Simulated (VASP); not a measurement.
Here is the system:

```
YN
1.0
    0.00000     2.43303     2.43303
    2.43303     0.00000     2.43303
    2.43303     2.43303     0.00000
Y N
1 1
Cartesian
  0.00000   0.00000   0.00000
  2.43303   2.43303   2.43303
```

Method: vdW-DF-cx, VASP's PBE PAW potentials (set 64) (plane waves; VASP 6.6.1). Run with 520 eV cut-off, Gaussian smearing of 0.050 eV, potentials Y_sv N.

Task: Give the energies of bands 6 to 11 at the high-symmetry points, in eV from the valence-band maximum.

Result: 
```tsv
band	Γ	X	U	L	W
6	0.00	-1.47	-2.21	-4.13	-2.18
7	0.00	-0.38	-1.58	-2.29	-1.54
8	0.00	-0.38	-1.32	-2.29	-1.54
9	3.14	0.13	2.45	5.77	4.02
10	3.14	6.96	6.33	6.45	4.02
11	3.14	7.39	7.12	6.45	7.46
```

The gap is indirect, 0.13 eV, from the valence maximum at Γ to the conduction minimum at X.

The compound is YN in the rock salt structure. It was relaxed first.
